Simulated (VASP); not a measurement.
```yaml
crystal:
  lattice:
    - [0.00000, 1.93449, 1.93449]
    - [1.93449, 0.00000, 1.93449]
    - [1.93449, 1.93449, 0.00000]
  atoms:
    - { symbol: Pd, position: [0.00000, 0.00000, 0.00000] }
```

Calculation: AM05 GGA, VASP's PBE PAW potentials (set 64) (plane waves; VASP). Settings: 520 eV cut-off, Gaussian smearing of 0.050 eV, potentials Pd.

Q: Give the energies of bands 1 to 6 at the high-symmetry points, in eV from the Fermi level.

A: 
```json
[
 {"band": "1", "Γ": "-7.37", "X": "-5.57", "U": "-4.88", "L": "-5.47", "W": "-4.47"},
 {"band": "2", "Γ": "-2.92", "X": "-5.27", "U": "-4.29", "L": "-2.96", "W": "-3.50"},
 {"band": "3", "Γ": "-2.92", "X": "-0.02", "U": "-2.05", "L": "-2.96", "W": "-3.50"},
 {"band": "4", "Γ": "-2.92", "X": "0.32", "U": "-0.96", "L": "0.00", "W": "-1.35"},
 {"band": "5", "Γ": "-1.24", "X": "0.32", "U": "-0.15", "L": "0.00", "W": "0.32"},
 {"band": "6", "Γ": "-1.24", "X": "3.27", "U": "7.15", "L": "0.88", "W": "8.96"}
]
```

It has no gap at this level: it comes out as a metal or semimetal.

The compound is Pd in the fcc structure. It was relaxed first.
